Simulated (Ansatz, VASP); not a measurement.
# AlCo in two plane-wave programs, part 2 of 2

One calculation is typed for both programs; each brings its own data sets. How far apart do they land? The cell is taken from a series of runs on this material, whose earlier steps may have relaxed, scaled, displaced or heated it; both programs get it as it stands.

VASP 6.6.1 and Ansatz 0.2.0.

So far: The structure; VASP: zone-centre phonons, PBEsol, pair 1; Ansatz: zone-centre phonons, PBEsol, pair 1; Side by side.

### 5. VASP: zone-centre phonons, PBEsol, pair 2

Level of this step: PBEsol, no spin polarisation; plane waves and PAW (Al, Co) (VASP).

Second derivatives magnify differences that forces hide, and they need a tight electronic threshold. The cell compared in this pair holds 20.68 Å³, against 20.23 Å³ for the pair before.

File INCAR:

```
SYSTEM = AlCo
PREC = Accurate
ENCUT = 600
EDIFF = 1E-08
NELM = 120
ISMEAR = 1
SIGMA = 0.2
LREAL = .FALSE.
ALGO = Normal
GGA = PS
NBANDS = 12
LASPH = .TRUE.
LORBIT = 11
LWAVE = .FALSE.
LCHARG = .FALSE.
ISIF = 2
IBRION = 8
GGA_COMPAT = .FALSE.
KPAR = 2
```

File POSCAR:

```
AlCo
1.0
    2.7448488692      0.0000000000      0.0000000000
    0.0000000000      2.7448488692      0.0000000000
    0.0000000000      0.0000000000      2.7448488692
Al Co
1 1
Direct
    0.0000000000      0.0000000000      0.0000000000
    0.5000000000      0.5000000000      0.5000000000
```

File KPOINTS:

```
Automatic mesh
0
Gamma
16 16 16
0 0 0
```

Potentials, in the order of the species: Al and Co (PBE family, release 64).

On the command line:

```bash
$ mpirun -np 2 vasp_std
```

Numbers of over 12 decimals in the logs are rounded to 6 here.

The program printed:

```text
[banner, memory and clock lines left out]
running    2 mpi-ranks, on    1 nodes
[...]
[... a notice as in an earlier step ...]

 LDA part: xc-table for (Slater+PW92), standard interpolation
 POSCAR, INCAR and KPOINTS ok, starting setup
[...]
entering main loop
       N       E                     dE             d eps       ncg     rms          rms(c)
DAV:   1     0.409459097201E+02    0.40946E+02   -0.58728E+03  4000   0.121E+03
DAV:   2    -0.130929024633E+02   -0.54039E+02   -0.49736E+02  4064   0.197E+02
DAV:   3    -0.149035724967E+02   -0.18107E+01   -0.17958E+01  4716   0.427E+01
DAV:   4    -0.149312027530E+02   -0.27630E-01   -0.27622E-01  4456   0.470E+00
[...]
DAV:  13    -0.129780092243E+02   -0.39187E-07   -0.10380E-07  4820   0.270E-03    0.174E-03
DAV:  14    -0.129780092578E+02   -0.33546E-07   -0.54197E-09  2752   0.591E-04    0.161E-04
DAV:  15    -0.129780092552E+02    0.26286E-08   -0.62564E-10  2304   0.341E-04
   1 F= -.12978009E+02 E0= -.12978745E+02  d E =0.220852E-02
[...]
RMM:  10    -0.608677360241E-02    0.26672E-07   -0.65269E-11 17520   0.479E-05    0.164E-05
RMM:  11    -0.608679149285E-02   -0.17890E-07    0.15409E-11 17072   0.152E-05    0.184E-06
RMM:  12    -0.608678737540E-02    0.41174E-08    0.26224E-11 16843   0.578E-06    0.425E-07
 first order change of Fermi-energy   0.34125E-04
 force on displaced ion       1 direction 1 : -10.518  -0.000   0.000
 Linear response progress:
  Degree of freedom:   2/  2
       N       E                     dE             d eps       ncg     rms          rms(c)
RMM:   1    -0.167936845564E+00   -0.16794E+00   -0.10260E-01 14378   0.262E+00
RMM:   2    -0.167706140707E+00    0.23070E-03   -0.28359E-03 14647   0.555E-01    0.177E-01
RMM:   3    -0.167598869332E+00    0.10727E-03   -0.18412E-04 15320   0.116E-01    0.106E-01
RMM:   4    -0.167995035154E+00   -0.39617E-03   -0.25474E-04 16324   0.122E-01    0.797E-03
[...]
RMM:   9    -0.167904111231E+00   -0.21340E-05   -0.43693E-09 17062   0.565E-04    0.533E-05
RMM:  10    -0.167903661232E+00    0.45000E-06   -0.67154E-10 17907   0.172E-04    0.217E-05
RMM:  11    -0.167903669309E+00   -0.80765E-08   -0.65625E-12 18017   0.461E-05    0.383E-06
 first order change of Fermi-energy   0.29994E-02
 force on displaced ion       2 direction 1 : -10.523  -0.000   0.000
 Linear response finished
```

OUTCAR, selected parts (step 5):

```text
  Total        2.5044602      2.5044602      2.5044602      0.0000000     -0.0000000      0.0000000
  in kB      194.0302332    194.0302332    194.0302332      0.0000000     -0.0000000      0.0000000
  external PRESSURE =     194.0302332 kB  Pullay stress =       0.0000000 kB

 POSITION                                       TOTAL-FORCE (eV/Angst)
 -----------------------------------------------------------------------------------
      0.00000      0.00000      0.00000         0.000000      0.000000      0.000000
      1.37242      1.37242      1.37242         0.000000      0.000000      0.000000
 -----------------------------------------------------------------------------------
    total drift:                                0.000000     -0.000000     -0.000000

[... 1 part as in an earlier step ...]

[... 1 further part left out ...]
```

### 6. Ansatz: zone-centre phonons, PBEsol, pair 2

The same cell, functional, mesh and smearing now go to Ansatz, which takes its cutoff from its data sets.

The cell is taken from a series of runs on this material, whose earlier steps may have relaxed, scaled, displaced or heated it; both programs get it as it stands.

File input.yaml:

```yaml
crystal:
  lattice:
    - [2.7448488692, 0.0, 0.0]
    - [0.0, 2.7448488692, 0.0]
    - [0.0, 0.0, 2.7448488692]
  atoms:
    - { symbol: Al, position: [0.0, 0.0, 0.0] }
    - { symbol: Co, position: [0.5, 0.5, 0.5] }
kpoints:
  mp_grid: { grid: [16, 16, 16] }
hamiltonian:
  xc: pbesol
  pseudopotentials: { kind: paw, azcp: { folder: soft_1 }, xc_functional: pbe }
scf:
  occupations: { method: methfessel_paxton, width: 0.2 }
output:
  eigenvalues: true
phonons:
  method: dfpt
```

On the command line:

```bash
$ ansatz run input.yaml --threads 4 --pin off --max-ram 10240MiB --backend cpu --events-out ev --progress --plain --runs-dir out
```

The program printed:

```text
[...]
Crystal: 2 atoms, lattice volume = 20.680 Å³
Basis set: ecut = 420 eV, 437 PW (Γ), exchange–correlation on 40×40×40 points (8 copies of the dense FFT grid, shifted against one another)
Bands: 14, of which v1, the nominal top of the filled ones, is band 10 counted from 1 (9 counted from 0)
Symmetry: 48 space group operations
k-points: 405 of 4096 (irreducible under 8 space group operations, time reversal used)
[...]
k-point 2: bands = [... 6 lower, 12.9271, 15.2462, 15.2462, 15.4428, 20.7014, 23.3574, 23.3574, 25.4913]
  k-point 404: bands = [... 6 lower, 11.8827, 16.1439, 16.1439, 18.7239, 18.7239, 18.7239, 21.6080, 22.4032]
[...]
ASR residual: 3.013e-5 → 0.000e0 eV/Å²; symmetrization residual: 1.949e-6 eV/Å²
  ASR residual per site (eV/Å²): 3.01e-5 2.69e-5
  Γ frequencies (cm⁻¹): 0.00 0.00 0.00 391.59 391.59 391.59
[...]
[key lines of the parts left out:]
SCF converged after 8 iterations
Free energy (F): -5618.677438 eV
Fermi energy:    16.400573 eV
```

### 7. Side by side

What differs besides the data sets and the points named for the pairs above, as far as they apply: the data sets hold 20 valence electrons in Ansatz (on its PAW soft_1 files) and 12 in VASP. Total energies have different zeros and are not compared.

The two programs side by side:

```tsv
quantity	Ansatz	VASP	difference
optical mode 1 to 3 (cm⁻¹)	391.6	393.1	-0.40 %
```

Modes are paired by rising frequency, not by their patterns, so a pair may set unlike modes beside each other; they are those without the splitting of longitudinal modes.

### 8. Outcome

```yaml
r_m_s_difference_of_the_optical_zone_centre_modes_each_program_s_sorted_by_frequency_zone_centre_phonons_pbesol_pair_1: 1.6 cm⁻¹
r_m_s_difference_of_the_optical_zone_centre_modes_each_program_s_sorted_by_frequency_zone_centre_phonons_pbesol_pair_2: 1.6 cm⁻¹
```

In words: The r.m.s. difference of the optical zone-centre modes, each program's sorted by frequency is 1.6 cm⁻¹ (zone-centre phonons, PBEsol, pair 1). The data sets hold unlike numbers of valence electrons (20 in Ansatz and 12 in VASP), so part of the differences comes from the potentials. How closely two codes agree says nothing of how well the functional describes the real material.

[Lines on the potential files, build, host, timing and source positions are cut from VASP's logs without a mark.]

[Logs are printed without paths, hosts, clocks, repeated set-up lines and the standing remarks that a program may print on its own settings, such as how far it seeks lower states.]

[Hosts, paths, dates, database ids (printed as entryN), source tags and the programs' standing remarks are cut or masked in the printed files.]
